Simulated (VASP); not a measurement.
Consider the following.

```xyz
2
Lattice="1.8518 -3.2074 0.0000 1.8518 3.2074 0.0000 0.0000 0.0000 5.7495" Properties=species:S:1:pos:R:3 pbc="T T T"
Gd     1.8518     1.0691     1.4374
Gd     1.8518    -1.0691     4.3121
```

Level of theory: revPBE GGA, VASP's PBE PAW potentials (set 64) (plane waves; VASP 6.6.1). Run with 520 eV cut-off, 13×13×7 Γ-centred mesh, tetrahedra with Blöchl corrections, potentials Gd_3.

The 4f electrons are frozen in the core of the lanthanide potential, so 4f levels, which can set the real gap, and their magnetism are missing.

Problem. What does the run give for the energy per atom (σ→0), band gap (on the k-mesh) with the smallest direct gap where there is one?

Solution. 
```
Quantity                                                     Value
------------------------  ----------------------------------------
band gap (on the k-mesh)  none (metal, semimetal or under 0.01 eV)
energy per atom (σ→0)                               -4.293 eV/atom
```

Total energies compare only between runs with the same potentials, cut-off and functional.

The compound is Gd in the hcp structure. It was relaxed first.
